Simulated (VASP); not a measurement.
An input for Quantum ESPRESSO's pw.x (written as the equivalent of a VASP run, and not itself run):

```
&CONTROL
  calculation = 'vc-relax'
  pseudo_dir = './pseudo'
  outdir = './out'
  tprnfor = .true.
  tstress = .true.
  nstep = 60
  forc_conv_thr = 0.00078
/
&SYSTEM
  ibrav = 0
  nat = 8
  ntyp = 3
  ecutwfc = 80
  occupations = 'smearing'
  smearing = 'gaussian'
  degauss = 0.003675
  input_dft = 'pbesol'
/
&ELECTRONS
  conv_thr = 7.3e-08
  electron_maxstep = 100
/
&IONS
/
&CELL
/
ATOMIC_SPECIES
  In 114.818 In.upf
  Sb 121.760 Sb.upf
  Al 26.982 Al.upf
CELL_PARAMETERS angstrom
    -0.0000000    3.1301541    3.1301541
     3.1301541   -0.0000000    3.1301541
    12.4898864   12.4898864    0.0307298
ATOMIC_POSITIONS crystal
  In   0.0019471  0.0019471  0.9985397
  Sb   0.2376497  0.2376497  0.0717627
  Sb   0.2468883  0.2468883  0.3148338
  Sb   0.2537446  0.2537446  0.5596915
  Sb   0.2622076  0.2622076  0.8033443
  Al   0.9915216  0.9915216  0.2563588
  Al   0.9997719  0.9997719  0.5001710
  Al   0.0062691  0.0062691  0.7452982
K_POINTS automatic
  6 6 2 0 0 0
```

Problem. Translate this input to VASP (INCAR, KPOINTS, POSCAR, choice of POTCAR).

Solution. Several could match; the one computed here: 
KPOINTS:
```
K-points
0
G
6 6 2
```

### INCAR
```
SYSTEM = Al3InSb4
PREC = Accurate
ENCUT = 400
EDIFF = 1E-6
NELM = 100
ALGO = Normal
LREAL = .FALSE.
LASPH = .TRUE.
ISMEAR = 0
SIGMA = 0.05
GGA = PS
LMAXMIX = 4
LWAVE = .FALSE.
LCHARG = .FALSE.
IBRION = 2
ISIF = 3
NSW = 60
EDIFFG = -0.02
```

File POSCAR:
```
Al3InSb4
1.0
  0.0000000000   3.1301540646   3.1301540646
  3.1301540646   0.0000000000   3.1301540646
 12.4898864204  12.4898864204   0.0307298381
In Sb Al
1 4 3
Cartesian
 12.4777416685  12.4777416685   0.0428745894
  1.6401883391   1.6401883391   1.4899657255
  4.7050366964   4.7050366964   1.5552714328
  7.7847433583   7.7847433583   1.6057188361
 10.8544291221  10.8544291221   1.6661871367
  6.3055078209   6.3055078209   6.2151084375
  9.3765197205   9.3765197205   6.2742506029
  9.3283127556   9.3283127556   0.0621494380
```

POTCAR, in this order: In_d Sb Al (PBE.64 set). Program: vasp_std.

What does not carry over: the potentials are each code's own (VASP's PAW set, PseudoDojo norm-conserving files in pw.x), so ENCUT and ecutwfc are chosen apart and not converted; conv_thr bounds pw.x's estimated SCF error, while EDIFF bounds the energy change between steps; forc_conv_thr acts on force components and is met together with etot_conv_thr.

The structure was generated: Al3InSb4 was put into an ordered model structure (R3m), which need not be its known phase. This run relaxes it. Symmetry was kept, so distortions that lower it aren't found. The start is the result of an earlier pass.
